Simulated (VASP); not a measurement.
Here is the system:

```yaml
crystal:
  lattice:
    - [0.00000, 3.03911, 3.03911]
    - [3.03911, 0.00000, 3.03911]
    - [3.03911, 3.03911, 0.00000]
  atoms:
    - { symbol: Pb, position: [0.00000, 0.00000, 0.00000] }
    - { symbol: S, position: [0.50000, 0.50000, 0.50000] }
```

The numbers are results of RPBE GGA, VASP's PBE PAW potentials (set 64) (plane waves; VASP), not measurements. Numerical set-up: 520 eV cut-off, 7×7×7 Γ-centred mesh, Gaussian smearing of 0.050 eV, potentials Pb_d S.

Problem. Predict the energy per atom (σ→0).

Solution. 
```
Item                           Result
---------------------  --------------
energy per atom (σ→0)  -4.055 eV/atom
```

Total energies compare only between runs with the same potentials, cut-off and functional.

The compound is PbS in the rock salt structure. It was relaxed first, which changed the volume by +7 %. The start is the result of an earlier pass.
